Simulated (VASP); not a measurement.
Computed with r2SCAN meta-GGA, VASP's PBE PAW potentials (set 64) (plane waves; VASP 6.6.1).

VASP ran on this input.

### INCAR
```
# general
SYSTEM  = SrCl2
PREC    = Accurate
ENCUT   = 480
LREAL   = .False.
LASPH   = .True.

# electronic loop
EDIFF   = 1E-6
NELM    = 100
ALGO    = Normal
LMAXMIX = 4
LMIXTAU = .True.

# smearing
ISMEAR  = 0
SIGMA   = 0.05

# functional
METAGGA = R2SCAN

# ions
IBRION  = 2
NSW     = 60
ISIF    = 3
EDIFFG  = -0.02

# output
LWAVE   = .False.
LCHARG  = .False.
```

POSCAR:
```
SrCl2
1.0
  0.0000000000   3.4596489133   3.4596489133
  3.4596489133   0.0000000000   3.4596489133
  3.4596489133   3.4596489133   0.0000000000
Sr Cl
1 2
direct
  1.0000000000   0.0000000000   0.0000000000
  0.2500000000   0.2500000000   0.2500000000
  0.7500000000   0.7500000000   0.7500000000
```

**KPOINTS**
```
kpoints
0
Gamma
 5 5 5
0 0 0
```

POTCAR, in this order: Sr_sv Cl (PBE.64 set). Program: vasp_std.

What VASP printed:

OUTCAR:
```
 ion  position               nearest neighbor table
   1  0.000  0.000  0.000-   3 3.00   3 3.00   3 3.00   2 3.00   2 3.00   2 3.00   3 3.00   2 3.00
  LATTYP: Found a face centered cubic cell.
 ALAT       =     6.9192978266
 Subroutine PRICEL returns:
 Original cell was already a primitive cell.
 Subroutine GETGRP returns: Found 48 space group operations
The static configuration has the point symmetry O_h .
The dynamic configuration has the point symmetry O_h .
 Subroutine INISYM returns: Found 48 space group operations
 Subroutine IBZKPT returns following result:
 Found     10 irreducible k-points:

 Following reciprocal coordinates:
            Coordinates               Weight
  0.000000  0.000000  0.000000      1.000000
  0.200000  0.000000  0.000000      8.000000
  0.400000  0.000000  0.000000      8.000000
  0.200000  0.200000  0.000000      6.000000
  0.400000  0.200000  0.000000     24.000000
 -0.400000  0.200000  0.000000     24.000000
 -0.200000  0.200000  0.000000     12.000000
  0.400000  0.400000  0.000000      6.000000
 -0.400000  0.400000  0.000000     12.000000
 -0.400000  0.400000  0.200000     24.000000
...
```

File OSZICAR:
```
       N       E                     dE             d eps       ncg     rms          rms(c)
DAV:   1     0.116912835625E+03    0.11691E+03   -0.11546E+04   320   0.131E+03
DAV:   2    -0.338486441977E+02   -0.15076E+03   -0.14856E+03   424   0.249E+02
DAV:   3    -0.424818880320E+02   -0.86332E+01   -0.86241E+01   544   0.634E+01
DAV:   4    -0.425653747469E+02   -0.83487E-01   -0.83425E-01   456   0.622E+00
DAV:   5    -0.425699726614E+02   -0.45979E-02   -0.45978E-02   504   0.927E-01    0.125E+01
DAV:   6    -0.360849542720E+02    0.64850E+01   -0.24064E+00   536   0.118E+01    0.876E+00
DAV:   7    -0.348993149518E+02    0.11856E+01   -0.99782E-01   488   0.101E+01    0.115E+00
DAV:   8    -0.358055872651E+02   -0.90627E+00   -0.10670E+00   440   0.949E+00    0.211E+00
DAV:   9    -0.350672728092E+02    0.73831E+00   -0.13553E-01   448   0.454E+00    0.159E+00
DAV:  10    -0.351462792624E+02   -0.79006E-01   -0.14746E-02   488   0.143E+00    0.137E+00
DAV:  11    -0.356454139810E+02   -0.49913E+00   -0.24412E-01   336   0.516E+00    0.607E-01
DAV:  12    -0.356715282426E+02   -0.26114E-01   -0.15852E-02   432   0.130E+00    0.382E-01
DAV:  13    -0.356406982238E+02    0.30830E-01   -0.30753E-02   336   0.219E+00    0.698E-01
DAV:  14    -0.356689903332E+02   -0.28292E-01   -0.16063E-02   352   0.157E+00    0.269E-01
DAV:  15    -0.356811044001E+02   -0.12114E-01   -0.24187E-03   352   0.597E-01    0.116E-01
DAV:  16    -0.356810680025E+02    0.36398E-04   -0.45335E-05   480   0.633E-02    0.964E-02
DAV:  17    -0.356813326485E+02   -0.26465E-03   -0.82271E-05   360   0.122E-01    0.464E-02
DAV:  18    -0.356814807461E+02   -0.14810E-03   -0.46448E-05   352   0.805E-02    0.329E-02
DAV:  19    -0.356815263320E+02   -0.45586E-04   -0.21012E-05   384   0.547E-02    0.206E-02
DAV:  20    -0.356815196683E+02    0.66637E-05   -0.15373E-05   352   0.467E-02    0.950E-03
DAV:  21    -0.356815412103E+02   -0.21542E-04   -0.66448E-06   384   0.318E-02    0.603E-03
DAV:  22    -0.356815425799E+02   -0.13697E-05   -0.10369E-06   376   0.947E-03    0.270E-03
DAV:  23    -0.356815442426E+02   -0.16627E-05   -0.48277E-07   264   0.853E-03    0.146E-03
DAV:  24    -0.356815439684E+02    0.27419E-06   -0.67461E-08   208   0.273E-03
   1 F= -.35681544E+02 E0= -.35681544E+02  d E =-.356815E+02
       N       E                     dE             d eps       ncg     rms          rms(c)
DAV:   1    -0.358107933033E+02   -0.12925E+00   -0.33195E+00   400   0.134E+01    0.254E+00
DAV:   2    -0.357117766318E+02    0.99017E-01   -0.24318E-01   384   0.350E+00    0.102E+00
DAV:   3    -0.356907658741E+02    0.21011E-01   -0.73504E-02   456   0.192E+00    0.523E-01
DAV:   4    -0.356916872801E+02   -0.92141E-03   -0.16106E-02   488   0.108E+00    0.285E-01
DAV:   5    -0.356914748042E+02    0.21248E-03   -0.36506E-03   320   0.725E-01    0.194E-01
DAV:   6    -0.356923807391E+02   -0.90593E-03   -0.37452E-03   488   0.642E-01    0.610E-02
DAV:   7    -0.356918967427E+02    0.48400E-03   -0.25710E-03   320   0.527E-01    0.336E-02
DAV:   8    -0.356923833662E+02   -0.48662E-03   -0.15610E-04   432   0.148E-01    0.166E-02
DAV:   9    -0.356924065062E+02   -0.23140E-04   -0.58559E-05   360   0.737E-02    0.517E-03
DAV:  10    -0.356924085691E+02   -0.20629E-05   -0.24230E-05   336   0.536E-02    0.404E-03
DAV:  11    -0.356924151733E+02   -0.66043E-05   -0.25327E-06   336   0.196E-02    0.282E-03
DAV:  12    -0.356924128076E+02    0.23657E-05   -0.21625E-06   296   0.167E-02    0.452E-04
DAV:  13    -0.356924139370E+02   -0.11294E-05   -0.29326E-07   280   0.611E-03    0.764E-04
DAV:  14    -0.356924139642E+02   -0.27153E-07   -0.59374E-08   192   0.229E-03
   2 F= -.35692414E+02 E0= -.35692414E+02  d E =-.108700E-01
```

OUTCAR:
```
------------------------ aborting loop because EDIFF is reached ----------------------------------------
  FORCE on cell =-STRESS in cart. coord.  units (eV):
  Direction    XX          YY          ZZ          XY          YZ          ZX
  --------------------------------------------------------------------------------------
  Total       -0.0116107     -0.0116107     -0.0116107      0.0000000      0.0000000     -0.0000000
  in kB       -0.2173633     -0.2173633     -0.2173633      0.0000000      0.0000000     -0.0000000
  external PRESSURE =      -0.2173633 kB  Pullay stress =       0.0000000 kB
  volume of cell :       85.58
      direct lattice vectors                 reciprocal lattice vectors
     0.000000000  3.497711369  3.497711369    -0.142950617  0.142950617  0.142950617
     3.497711369 -0.000000000  3.497711369     0.142950617 -0.142950617  0.142950617
     3.497711369  3.497711369  0.000000000     0.142950617  0.142950617 -0.142950617
 POSITION                                       TOTAL-FORCE (eV/Angst)
 -----------------------------------------------------------------------------------
      6.99542      6.99542      6.99542         0.000000     -0.000000      0.000000
      1.74886      1.74886      1.74886        -0.000000     -0.000000     -0.000000
      5.24657      5.24657      5.24657         0.000000      0.000000      0.000000
 -----------------------------------------------------------------------------------
    total drift:                                0.000000      0.000000      0.000000
  FREE ENERGIE OF THE ION-ELECTRON SYSTEM (eV)
  ---------------------------------------------------
  free  energy   TOTEN  =       -35.6924139642 eV

  energy  without entropy=      -35.6924139642  energy(sigma->0) =      -35.69241396

 reached required accuracy - stopping structural energy minimisation
```
(Selected blocks of OUTCAR.)

### CONTCAR
```
SrCl2
   1.00000000000000
     0.0000000000000000    3.4977113693198274    3.4977113693198274
     3.4977113693198274   -0.0000000000000000    3.4977113693198274
     3.4977113693198274    3.4977113693198274    0.0000000000000000
  Sr              Cl
     1     2
Direct
     1.0000000000000000    1.0000000000000000    1.0000000000000000
     0.2500000000000000    0.2500000000000000    0.2500000000000000
     0.7500000000000000    0.7500000000000000    0.7500000000000000
```

Energy and stress use the plane-wave basis of the starting cell.

The compound is SrCl2 in the fluorite structure. This run relaxes it. Symmetry was kept, so distortions that lower it aren't found. The start is the result of an earlier pass.
